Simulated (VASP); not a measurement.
# Cr2Se2O (Cmc2_1) in VASP: single point with r2SCAN

Aim: the single point of Cr2Se2O with r2SCAN.

Program: VASP 6.6.1. These are calculated values, not measurements. Logs are shortened: lines on timing, memory, paths and dates and some standing lists are left out, and cuts for length are marked.

## (1) The crystal as given

The structure is orthorhombic, space group Cmc2_1 (No. 36). Conventional cell: a = 10.105 Å, b = 6.255 Å, c = 5.523 Å, α = 90.00°, β = 90.00°, γ = 90.00°. O (site symmetry m) is surrounded by 2 Se at 1.85 Å. Se (site symmetry 1) has 1 O at 1.85 Å and 3 Cr at 1.96 Å as nearest neighbours. Cr (site symmetry 1) is surrounded by 3 Se at 1.96 Å.

The cell was built by a generator and needn't be a form met in nature.

## (2) Single point, r2SCAN

POSCAR

```
Cr2Se2O
1.0
    5.0525392100      3.1276046200      0.0000000000
    5.0525392100     -3.1276046200      0.0000000000
    0.0000000000      0.0000000000     -5.5233231100
O Se Cr
2 4 4
Direct
    0.2127000000      0.7873000000      0.7700000000
    0.7873000000      0.2127000000      0.2700000000
    0.3279000000      0.0257000000      0.7185000000
    0.6721000000      0.9743000000      0.2185000000
    0.9743000000      0.6721000000      0.7185000000
    0.0257000000      0.3279000000      0.2185000000
    0.3419000000      0.0961000000      0.3733000000
    0.6581000000      0.9039000000      0.8733000000
    0.9039000000      0.6581000000      0.3733000000
    0.0961000000      0.3419000000      0.8733000000
```

INCAR.step1

```
PREC = Accurate ; ENCUT = 520
ISMEAR = 0 ; SIGMA = 0.0115
LREAL = False ; LASPH = True
NELM = 100 ; NBANDS = 53
GGA = PE ; ALGO = Normal
EDIFF = 1E-4 ; LWAVE = True
LCHARG = False
```

INCAR.step2

```
PREC = Accurate ; ENCUT = 520
EDIFF = 1E-7 ; ISMEAR = 0
SIGMA = 0.0115 ; LREAL = False
LASPH = True ; NELM = 100
ALGO = Normal ; ISIF = 2
LWAVE = False ; LCHARG = False
METAGGA = R2SCAN ; LMIXTAU = True
NBANDS = 53 ; ISTART = 1
```

KPOINTS

```
regular mesh
0
Gamma
  5 5 5
```

Potentials or basis: VASP PAW PBE potentials, release 64 (O, Se, Cr_pv).

Command:

```console
> cat potpaw_PBE.64/O/POTCAR potpaw_PBE.64/Se/POTCAR potpaw_PBE.64/Cr_pv/POTCAR > POTCAR
> cp INCAR.step1 INCAR
> mpirun -np 1 vasp_std > vasp.out
> cp INCAR.step2 INCAR
> mpirun -np 1 vasp_std > vasp.out
```

OUTCAR:

```text
PREC = Accurate
   ENCUT = 520
   EDIFF = 1E-7
   ISMEAR = 0
   LREAL = False
   LASPH = True
   NELM = 100
   ISIF = 2
   METAGGA = R2SCAN
   ISTART = 1

 ion  position               nearest neighbor table
   1  0.213  0.787  0.770-   3 1.85   5 1.85
   2  0.787  0.213  0.270-   4 1.85   6 1.85
   3  0.328  0.026  0.718-   1 1.85   8 1.96   7 1.96  10 1.96
   4  0.672  0.974  0.218-   2 1.85   7 1.96   8 1.96   9 1.96
   5  0.974  0.672  0.718-   1 1.85  10 1.96   9 1.96   8 1.96
   6  0.026  0.328  0.218-   2 1.85   9 1.96  10 1.96   7 1.96
   7  0.342  0.096  0.373-   4 1.96   3 1.96   6 1.96  10 3.16  10 3.16
   8  0.658  0.904  0.873-   3 1.96   4 1.96   5 1.96   9 3.16   9 3.16
   9  0.904  0.658  0.373-   6 1.96   5 1.96   4 1.96   8 3.16   8 3.16
  10  0.096  0.342  0.873-   5 1.96   6 1.96   3 1.96   7 3.16   7 3.16

  LATTYP: Found a base centered orthorhombic cell.
 ALAT       =     6.2552092400
 B/A-ratio  =     1.6154660911
 C/A-ratio  =     0.8829957397

  Lattice vectors:

 A1 = (  -5.0525392100,   3.1276046200,   0.0000000000)
 A2 = (   5.0525392100,   3.1276046200,   0.0000000000)
 A3 = (   0.0000000000,   0.0000000000,  -5.5233231100)

Analysis of symmetry for initial positions (statically):
=====================================================================
 Subroutine PRICEL returns:
 Original cell was already a primitive cell.

 Routine SETGRP: Setting up the symmetry group for a
 base centered orthorhombic supercell.

 Subroutine GETGRP returns: Found  4 space group operations
 (whereof  2 operations were pure point group operations)
 out of a pool of  8 trial point group operations.

The static configuration has the point symmetry C_1h.
 The point group associated with its full space group is C_2v.

Analysis of symmetry for dynamics (positions and initial velocities):
=====================================================================
 Subroutine PRICEL returns:
 Original cell was already a primitive cell.

 Routine SETGRP: Setting up the symmetry group for a
 base centered orthorhombic supercell.

 Subroutine GETGRP returns: Found  4 space group operations
 (whereof  2 operations were pure point group operations)
 out of a pool of  8 trial point group operations.

The dynamic configuration has the point symmetry C_1h.
 The point group associated with its full space group is C_2v.

 Subroutine INISYM returns: Found  4 space group operations
 (whereof  2 operations are pure point group operations),
 and found     1 'primitive' translations

----------------------------------------------------------------------------------------

                                     Primitive cell

  volume of cell :     174.5629

  direct lattice vectors                    reciprocal lattice vectors
     5.052539210  3.127604620  0.000000000     0.098960142  0.159866755  0.000000000
     5.052539210 -3.127604620  0.000000000     0.098960142 -0.159866755  0.000000000
     0.000000000  0.000000000 -5.523323110     0.000000000  0.000000000 -0.181050426

  length of vectors
     5.942227118  5.942227118  5.523323110     0.188017257  0.188017257  0.181050426

  position of ions in fractional coordinates (direct lattice)
     0.212700000  0.787300000  0.770000000
     0.787300000  0.212700000  0.270000000
     0.327900000  0.025700000  0.718500000
     0.672100000  0.974300000  0.218500000
     0.974300000  0.672100000  0.718500000
     0.025700000  0.327900000  0.218500000
     0.341900000  0.096100000  0.373300000
     0.658100000  0.903900000  0.873300000
     0.903900000  0.658100000  0.373300000
     0.096100000  0.341900000  0.873300000

  ion indices of the primitive-cell ions
   primitive index   ion index
                 1           1
                 2           2
                 3           3
                 4           4
                 5           5
                 6           6
                 7           7
                 8           8
                 9           9
                10          10

----------------------------------------------------------------------------------------

 KPOINTS: regular mesh

Automatic generation of k-mesh.
 Grid dimensions read from file:
 generate k-points for:    5    5    5

 Generating k-lattice:

  Cartesian coordinates                     Fractional coordinates (reciprocal lattice)
     0.019792028  0.031973351  0.000000000     0.200000000  0.000000000  0.000000000
     0.019792028 -0.031973351  0.000000000     0.000000000  0.200000000  0.000000000
     0.000000000  0.000000000 -0.036210085     0.000000000  0.000000000  0.200000000

  Length of vectors
     0.037603451  0.037603451  0.036210085

  Shift w.r.t. Gamma in fractional coordinates (k-lattice)
     0.000000000  0.000000000  0.000000000

 Subroutine IBZKPT returns following result:
 ===========================================

 Found     27 irreducible k-points:

 Following reciprocal coordinates:
            Coordinates               Weight
  0.000000  0.000000  0.000000      1.000000
  0.200000 -0.000000  0.000000      4.000000
  0.400000  0.000000  0.000000      4.000000
  0.200000  0.200000  0.000000      2.000000
  0.400000  0.200000  0.000000      4.000000
 -0.400000  0.200000  0.000000      4.000000
[... 16 lines left out ...]
  0.400000  0.200000  0.400000      8.000000
 -0.400000  0.200000  0.400000      8.000000
 [... further k-points ...]
   k-points           NKPTS =     27   k-points in BZ     NKDIM =     27   number of bands    NBANDS=     53
   number of dos      NEDOS =    301   number of ions     NIONS =     10
   total plane-waves  NPLWV =  96768
   dimension x,y,z NGX =    48 NGY =   48 NGZ =   42
   dimension x,y,z NGXF=    96 NGYF=   96 NGZF=   84
   ions per type =               2   4   4
   NGX,Y,Z   is equivalent  to a cutoff of  13.43, 13.43, 12.64 a.u.
   NGXF,Y,Z  is equivalent  to a cutoff of  26.86, 26.86, 25.28 a.u.
 SYSTEM =  unknown system
   PREC   = accura    normal or accurate (medium, high low for compatibility)
   ISTART =      1    job   : 0-new  1-cont  2-samecut
   ICHARG =      0    charge: 1-file 2-atom 10-const
   ISPIN  =      1    spin polarized calculation?
   LNONCOLLINEAR =      F non collinear calculations
   LSORBIT =      F    spin-orbit coupling
   LASPH  =      T    aspherical Exc in radial PAW
   ENCUT  =  520.0 eV  38.22 Ry    6.18 a.u.  11.05 11.05 10.27*2*pi/ulx,y,z
   NELM   =    100;   NELMIN=  2; NELMDL=  0     # of ELM steps
   EDIFF  = 0.1E-06   stopping-criterion for ELM
   LREAL  =      F    real-space projection
   EDIFFG = 0.1E-05   stopping-criterion for IOM
   NSW    =      0    number of steps for IOM
   IBRION =     -1    ionic relax: 0-MD 1-quasi-New 2-CG
   NFREE  =      0    steps in history (QN), initial steepest desc. (CG)
   ISIF   =      2    stress and relaxation
   ISYM   =      2    0-nonsym 1-usesym 2-fastsym
   POTIM  = 0.5000    time-step for ionic-motion
   TEBEG  =    0.0;   TEEND  =   0.0 temperature during run
   PSTRESS=    0.0 pullay stress
   NELECT =      84.0000    total number of electrons
   NUPDOWN=      -1.0000    fix difference up-down
   EMIN   =  10.00;   EMAX   =-10.00  energy-range for DOS
   EFERMI =   0.00;   METHOD = LEGACY
   ISMEAR =     0;   SIGMA  =   0.01  broadening in eV -4-tet -1-fermi 0-gaus
   EFERMI_NEDOS =   21; number of points for ismear=-14 and -15
   IALGO  =     38    algorithm
   IMIX   =      4    mixing-type and parameters
     AMIX     =   0.40;   BMIX     =  1.00
     AMIX_MAG =   1.60;   BMIX_MAG =  1.00
  volume/ion in A,a.u.               =      17.46       117.80
  Fermi-wavevector in a.u.,A,eV,Ry     =   1.282874  2.424280 22.391994  1.645765
  Thomas-Fermi vector in A             =   2.415160
   LORBIT       =      0    0 simple, 1 ext, 2 COOP (PROOUT), +10 PAW based schemes
   METAGGA = R2SCAN    functional components
   LHFCALC =     F    Hartree Fock is set to
   AEXX    =    0.0000 exact exchange contribution
   IVDW    =     0    specifies the selected vdW correction
   LEPSILON=     F    determine dielectric tensor
   LRPA    =     F    only Hartree local field effects (RPA)
 non-spin polarized calculation
 Gauss-broadening in eV      SIGMA  =   0.01
  energy-cutoff  :      520.00
  volume of cell :      174.56
 maximum number of plane-waves:      4726
 NGX is ok and might be reduce to    48
   NGX = 23   NGY = 23   NGZ = 21

 number of electron      83.9999994 magnetization

 Free energy of the ion-electron system (eV)
  ---------------------------------------------------
  ext. energy  EPLUGINS =         0.00000000
  ---------------------------------------------------
  free energy    TOTEN  =      -107.60065243 eV

  energy without entropy =     -107.59923513  energy(sigma->0) =     -107.59994378

 E-fermi :   5.0209     XC(G=0): -10.3755

 val. band max:        5.0159462725   @ k =  -0.4000   0.2000   0.4000
 cond. band min:       5.0214455163   @ k =  -0.2000   0.2000   0.4000
 fundamental gap:      0.0054992439
 Fermi energy:         5.0208515202

 k-point     1 :       0.0000    0.0000    0.0000
  band No.  band energies     occupation
      1     -39.6298      2.00000
      2     -39.6285      2.00000
      3     -39.6016      2.00000
      4     -39.5360      2.00000
      5     -39.5077      2.00000
      6     -39.4917      2.00000
[... 45 lines left out ...]
     52       7.8970      0.00000
     53       8.5205      0.00000

 k-point     2 :       0.2000   -0.0000    0.0000
  band No.  band energies     occupation
      1     -39.6299      2.00000
      2     -39.6094      2.00000
      3     -39.6003      2.00000
      4     -39.5414      2.00000
      5     -39.5220      2.00000
      6     -39.5032      2.00000
[... 45 lines left out ...]
     52       8.4317      0.00000
     53       8.6805      0.00000
[... 1174 lines left out ...]
     52       7.8724      0.00000
     53       8.2404      0.00000

 k-point    24 :      -0.4000    0.2000    0.4000
  band No.  band energies     occupation
      1     -39.6147      2.00000
      2     -39.6008      2.00000
      3     -39.5835      2.00000
      4     -39.5629      2.00000
      5     -39.5053      2.00000
      6     -39.4973      2.00000
[... 45 lines left out ...]
     52       8.0588      0.00000
     53       8.1479      0.00000

 [... further k-points ...]
[... 5 lines left out ...]
  --------------------------------------------------------------------------------------
  -------------------------------------------------------------------------------------
  Total       38.7947916     76.5212311     78.5376353      0.0000000      0.0000000      0.0000000
  in kB      356.0672430    702.3289118    720.8359187      0.0000000      0.0000000      0.0000000
  external PRESSURE =     593.0773579 kB  Pullay stress =       0.0000000 kB

 VOLUME and BASIS-vectors are now :
 -----------------------------------------------------------------------------
  energy-cutoff  :      520.00
  volume of cell :      174.56
      direct lattice vectors                 reciprocal lattice vectors
     5.052539210  3.127604620  0.000000000     0.098960142  0.159866755  0.000000000
     5.052539210 -3.127604620  0.000000000     0.098960142 -0.159866755  0.000000000
     0.000000000  0.000000000 -5.523323110     0.000000000  0.000000000 -0.181050426

 POSITION                                       TOTAL-FORCE (eV/Angst)
 -----------------------------------------------------------------------------------
      5.05254     -1.79712     -4.25296        -0.000000      0.821339     -0.710834
      5.05254      1.79712     -1.49130        -0.000000     -0.821339     -0.710834
      1.78658      0.94516     -3.96851        -6.985819      1.785575     -0.143598
      8.31850     -0.94516     -1.20685         6.985819     -1.785575     -0.143598
      8.31850      0.94516     -3.96851         6.985819      1.785575     -0.143598
      1.78658     -0.94516     -1.20685        -6.985819     -1.785575     -0.143598
      2.21301      0.76877     -2.06186        -0.604889      0.546133      0.499015
      7.89207     -0.76877     -4.82352         0.604889     -0.546133      0.499015
      7.89207      0.76877     -2.06186         0.604889      0.546133      0.499015
      2.21301     -0.76877     -4.82352        -0.604889     -0.546133      0.499015
 -----------------------------------------------------------------------------------
    total drift:                                0.000001      0.000000     -0.000061

  FREE ENERGIE OF THE ION-ELECTRON SYSTEM (eV)
  ---------------------------------------------------
  free  energy   TOTEN  =      -107.6006524344 eV

  energy  without entropy=     -107.5992351315  energy(sigma->0) =     -107.59994378
```

Run time: 8.5 min. Hardware: 1 thread of Intel Xeon 6975P-C (Granite Rapids), shared host; peak memory 0.46 GiB.

Results:

* Free energy: -107.6007 eV
* Pressure: 59.3 GPa
* Largest force: 7.212 eV/Å
* Band gap on the k mesh: none (metal or under the smearing width)

Forces on the atoms (eV/Å):
```
O    0.000  0.821 -0.711
O    0.000 -0.821 -0.711
Se  -6.986  1.786 -0.144
Se   6.986 -1.786 -0.144
Se   6.986  1.786 -0.144
Se  -6.986 -1.786 -0.144
Cr  -0.605  0.546  0.499
Cr   0.605 -0.546  0.499
Cr   0.605  0.546  0.499
Cr  -0.605 -0.546  0.499
```

Levels at points of the mesh, in eV from the Fermi level:
```tsv
k point	band 38	band 39	band 40	band 41	band 42	band 43	band 44	band 45	band 46	band 47
(0.00, 0.00, 0.00)	-1.15	-0.90	-0.61	-0.50	-0.01	0.08	0.24	0.66	0.86	1.03
```

Caveat: a pressure of tens of GPa on the cell as given is suspect, and the run, the potentials or the cell itself is likely at fault; the PAW data sets were made with another functional, which shifts forces and pressure a little; the run has no spin polarisation, though such a crystal can be magnetic; semilocal functionals often make such compounds metallic where correlation or magnetic order opens a gap, which also shifts bond lengths.
